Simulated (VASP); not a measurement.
Output of a VASP run:

OSZICAR:
```
       N       E                     dE             d eps       ncg     rms          rms(c)
DAV:   1     0.139974001178E+03    0.13997E+03   -0.16832E+04   896   0.777E+02
DAV:   2    -0.173055217088E+02   -0.15728E+03   -0.15292E+03   872   0.233E+02
DAV:   3    -0.296342861140E+02   -0.12329E+02   -0.11968E+02  1048   0.407E+01
DAV:   4    -0.304121036814E+02   -0.77782E+00   -0.75107E+00   968   0.737E+00
DAV:   5    -0.304936634335E+02   -0.81560E-01   -0.79239E-01  1024   0.173E+00    0.394E+01
DAV:   6    -0.305160743988E+02   -0.22411E-01   -0.19993E-01  1000   0.168E+00    0.234E+01
DAV:   7    -0.305555762631E+02   -0.39502E-01   -0.24625E-01  1016   0.232E+00    0.986E-01
DAV:   8    -0.305467284856E+02    0.88478E-02   -0.89832E-02  1024   0.127E+00    0.463E-01
DAV:   9    -0.305467341005E+02   -0.56148E-05   -0.83204E-03   928   0.380E-01    0.269E-01
DAV:  10    -0.305467680606E+02   -0.33960E-04   -0.11725E-03  1032   0.130E-01    0.936E-02
DAV:  11    -0.305467954275E+02   -0.27367E-04   -0.61846E-04  1032   0.866E-02    0.300E-02
DAV:  12    -0.305468149985E+02   -0.19571E-04   -0.18141E-04   920   0.343E-02    0.118E-02
DAV:  13    -0.305468236904E+02   -0.86918E-05   -0.90592E-05   632   0.992E-03    0.904E-03
DAV:  14    -0.305468265790E+02   -0.28887E-05   -0.33228E-05   632   0.119E-02    0.508E-03
DAV:  15    -0.305468273349E+02   -0.75583E-06   -0.13276E-05   496   0.494E-03    0.186E-03
DAV:  16    -0.305468278141E+02   -0.47923E-06   -0.57768E-06   480   0.249E-03
   1 F= -.30546828E+02 E0= -.27681297E+02  d E =-.573106E+01
```

**OUTCAR**
```
------------------------ aborting loop because EDIFF is reached ----------------------------------------
  FORCE on cell =-STRESS in cart. coord.  units (eV):
  Direction    XX          YY          ZZ          XY          YZ          ZX
  --------------------------------------------------------------------------------------
  Total       -1.2779022     -1.2779024     -0.9433049      0.0000002     -0.0000000      0.0000000
  in kB       -9.9140187     -9.9140206     -7.3181990      0.0000016     -0.0000000      0.0000000
  external PRESSURE =      -9.0487461 kB  Pullay stress =       0.0000000 kB
  volume of cell :      206.52
      direct lattice vectors                 reciprocal lattice vectors
     3.662719000  0.000000000  0.000000000     0.273021217  0.157628901  0.000000000
    -1.831360000  3.172008000  0.000000000     0.000000000  0.315257717  0.000000000
     0.000000000  0.000000000 17.775449000     0.000000000  0.000000000  0.056257369
 POSITION                                       TOTAL-FORCE (eV/Angst)
 -----------------------------------------------------------------------------------
      1.83136      1.05733     16.30435         0.000000     -0.000000     -0.079284
     -0.00000      2.11467      1.47110        -0.000000      0.000000      0.079284
     -0.00000      2.11467      7.41663        -0.000000      0.000000     -0.079284
      1.83136      1.05733     10.35882         0.000000     -0.000000      0.079284
      0.00000      0.00000      4.44386        -0.000000     -0.000000      0.000000
      0.00000      0.00000     13.33159        -0.000000      0.000000      0.000000
 -----------------------------------------------------------------------------------
    total drift:                                0.000000      0.000000      0.000000
  FREE ENERGIE OF THE ION-ELECTRON SYSTEM (eV)
  ---------------------------------------------------
  free  energy   TOTEN  =       -30.5468278141 eV

  energy  without entropy=      -24.8157659562  energy(sigma->0) =      -27.68129689
```
(Selected blocks of OUTCAR.)

### POSCAR
```
Tb
1
    3.6627190000     0.0000000000     0.0000000000
   -1.8313600000     3.1720080000     0.0000000000
    0.0000000000     0.0000000000    17.7754490000
Tb
6
Direct
  0.6666670000   0.3333330000   0.9172400000
  0.3333330000   0.6666670000   0.0827600000
  0.3333330000   0.6666670000   0.4172400000
  0.6666670000   0.3333330000   0.5827600000
  0.0000000000   0.0000000000   0.2500000000
  0.0000000000   0.0000000000   0.7500000000
```

Q: Reconstruct the remaining input files.

A: This is not unique; one that fits is the input of the run itself, PBE GGA, plane waves, VASP's PBE PAW potentials (set 64).

File KPOINTS:
```
Automatic mesh
0
Gamma
4 4 4
0.5 0.5 0.5
```

### INCAR
```
# general
SYSTEM  = Tb
PREC    = Accurate
ENCUT   = 210   # plane-wave cut-off (eV)
LREAL   = F   # projection in real space or not
LASPH   = T

# electronic loop
EDIFF   = 1E-6   # SCF stop (eV)
NELM    = 100   # most electronic steps
ALGO    = Normal   # blocked Davidson
LMAXMIX = 6

# smearing
ISMEAR  = -1
SIGMA   = 0.5

# functional
GGA     = PE

# ions
ISIF    = 2   # forces and stress, cell fixed

# output
LWAVE   = F
LCHARG  = F
```

POTCAR, in this order: Tb_3 (PBE.64 set). Program: vasp_std.

The 4f electrons are frozen in the core of the lanthanide potential, so 4f levels, which can set the real gap, and their magnetism are missing. At this cut-off the stress carries a Pulay error, which pulls relaxed volumes low.

The structure comes from a computed database's Tb entry; how it stands against other phases isn't given here. The cell was not relaxed at this level. The k-mesh is coarse (spacing up to 0.50 per Å, 2π included), so the numbers may not be converged in it. The run is one of a series of settings (ENCUT = 210, ISMEAR = -1, ISPIN removed, the spin start removed, SIGMA = 0.5, KPOINTS 4×4×4 Γ-centred mesh shifted by (0.5, 0.5, 0.5), POTCAR Tb_3 (PBE.64 set) against the base run), some of them coarse on purpose. VASP warned that the highest band is occupied, so more bands are needed.
